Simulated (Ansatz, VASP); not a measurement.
# Ge7I in VASP and in Ansatz

```xyz
8
Lattice="3.9856 2.3011 4.6421 -3.9856 2.3011 4.6421 0.0000 -4.6022 4.6421" Properties=species:S:1:pos:R:3 pbc="T T T"
Ge   -2.6057    0.0000    6.9631
Ge    1.3028   -2.2566    6.9631
Ge    1.3028    2.2566    6.9631
Ge    2.6057    0.0000    6.9631
Ge   -1.3028    2.2566    6.9631
Ge   -1.3028   -2.2566    6.9631
Ge    0.0000    0.0000    6.9631
I     0.0000    0.0000    0.0000
```

Alike in both runs: functional PBE; k mesh 3 × 3 × 3; occupations gaussian, width 0.1 eV; no spin polarisation.

Ansatz relaxed the structure, and its values are those at the end. VASP's run is a single point on that final structure, the one shown.

|  | VASP | Ansatz |
| --- | --- | --- |
| version | VASP 6.6.1 | Ansatz 0.2.0 |
| potentials or method | VASP PAW PBE potentials, release 64 (Ge_d, I) | scalar-relativistic, plane waves, PAW |
| plane-wave cutoff (eV) | 520 | 420 |
| valence electrons in the cell | 105 | 115 |

|  | VASP | Ansatz | Ansatz less VASP |
| --- | --- | --- | --- |
| gap on the k mesh at the Fermi level (eV) | none | none | - |
| pressure (GPa) | 0.0 | 0.0 | 0.00 |

A gap of «none» marks a metal or a gap that the smearing closes. The two sets of potentials don't hold the same shells in valence.

Caveats: an odd number of electrons without spin polarisation forces a metal; a magnetic or distorted state may lie lower. The runs have no spin-orbit coupling, so splittings on I are missing.
